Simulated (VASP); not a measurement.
Set up this calculation in VASP 6.6.1, as the native input.

| Quantity | Value |
| --- | --- |
| Task | single point |
| Functional | RPBE |
| Potentials or basis | VASP PAW PBE potentials, release 64 (Sb, Ni, Co) |
| Cutoff | 500 eV |
| k mesh | 7 × 7 × 5 |
| Occupations | gaussian, width 0.1 eV |
| Spin | collinear spin, ferromagnetic start |
| Starting moments | [0.0, 0.0, 1.0, 1.0, 2.0, 2.0] μB |
| Further INCAR settings | ALGO = Fast; EDIFF = 1e-07; NBANDS = 37 |

The structure of CoNiSb lies in POSCAR:

```
CoNiSb
1.0
    4.2432701667      0.0000000000      0.0000000000
   -2.1216350833      3.6747797594      0.0000000000
    0.0000000000      0.0000000000      5.3802380000
Sb Ni Co
2 2 2
Direct
    0.3333333333      0.6666666667      0.2500000000
    0.6666666667      0.3333333333      0.7500000000
    0.3333333333      0.6666666667      0.7500000000
    0.6666666667      0.3333333333      0.2500000000
    0.0000000000      0.0000000000      0.0000000000
    0.0000000000      0.0000000000      0.5000000000
```

The cell comes from a database or a generator and needn't be the stable form of this composition.

One way to write it, as run:

INCAR

```
PREC = Accurate ; ENCUT = 500
EDIFF = 1E-7 ; ISMEAR = 0
SIGMA = 0.1 ; LREAL = F
LASPH = T ; NELM = 100
ALGO = Fast ; ISIF = 2
LWAVE = F ; LCHARG = F
ISPIN = 2 ; MAGMOM = 0 0 1 1 2 2
LORBIT = 11 ; LMAXMIX = 4
GGA = RP ; NBANDS = 37
```

KPOINTS

```
Automatic mesh
0
Gamma
  7 7 5
```

Potentials or basis: VASP PAW PBE potentials, release 64 (Sb, Ni, Co).

Launch:

```bash
$ cat potpaw_PBE.64/Sb/POTCAR potpaw_PBE.64/Ni/POTCAR potpaw_PBE.64/Co/POTCAR > POTCAR
$ mpirun -np 1 vasp_std > vasp.out
```

It gave:

```
Pressure                                              : 4.4 GPa
Band gap on the k mesh                                : none (metal or under the smearing width)
Net moment                                            : 1.89 μB per cell
Site moments                                          : Sb -0.00; Ni +0.06; Co +0.94 μB
Valence electrons inside the program's atomic spheres : Sb 2.46; Ni 9.45; Co 8.11
```

Caveat: the PAW data sets were made with another functional, which shifts forces and pressure a little.

It took 2.1 min on 1 thread of AMD EPYC 9R45 96-Core Processor (Zen 5) (shared host), peak memory 0.26 GiB.
